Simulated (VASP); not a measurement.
Here is a VASP 6.6.1 calculation.

Contents of INCAR:

```
SYSTEM = AlN
ALGO = Normal
EDIFF = 1E-7
EDIFFG = -0.002
ENCUT = 520
GGA = CA
IBRION = 2
ISIF = 3
ISMEAR = 0
LASPH = .True.
LCHARG = .False.
LREAL = .False.
LWAVE = .False.
NELM = 100
NSW = 80
PREC = Accurate
SIGMA = 0.02
```

KPOINTS

```
k-points
0
Gamma
  12 12 6
  0 0 0
```

Contents of POSCAR:

```
AlN
1.0
    3.1130000000      0.0000000000      0.0000000000
   -1.5565000000      2.6959370800      0.0000000000
    0.0000000000      0.0000000000      4.9810000000
Al N
2 2
Direct
    0.3333333300      0.6666666700      0.0000000000
    0.6666666700      0.3333333300      0.5000000000
    0.3333333300      0.6666666700      0.3800000000
    0.6666666700      0.3333333300      0.8800000000
```

Potentials or basis: VASP PAW LDA potentials, release 64 (Al, N).

Launch:

```bash
$ cat potpaw_LDA.64/Al/POTCAR potpaw_LDA.64/N/POTCAR > POTCAR
$ mpirun -np 1 vasp_std > vasp.out
```

**Question.** Estimate the space group after relaxing (to 0.05 Å).

**Answer.** P6_3mc (No. 186).

**Question.** Estimate the relaxed cell.

**Answer.** a = 3.092 Å, b = 3.092 Å, c = 4.948 Å, α = 90.00°, β = 90.00°, γ = 120.00°.

The path:
| step | energy change (eV) | largest force (eV/Å) | pressure (GPa) | volume (Å³) |
| --- | --- | --- | --- | --- |
| 1 | 0.0000 | 0.1193 | -4.09 | 41.80 |
| 2 | -0.0010 | 0.0856 | 4.16 | 40.21 |
| 3 | -0.0119 | 0.0192 | -0.02 | 40.98 |
| 4 | -0.0119 | 0.0172 | 0.07 | 40.96 |
| 5 | -0.0120 | 0.0113 | 0.09 | 40.95 |
| 6 | -0.0121 | 0.0057 | 0.10 | 40.95 |
| 7 | -0.0121 | 0.0071 | -0.11 | 40.99 |
| 8 | -0.0121 | 0.0003 | 0.00 | 40.97 |

LDA usually gives volumes a few per cent too small. Zero-point motion and thermal expansion aren't in these numbers.
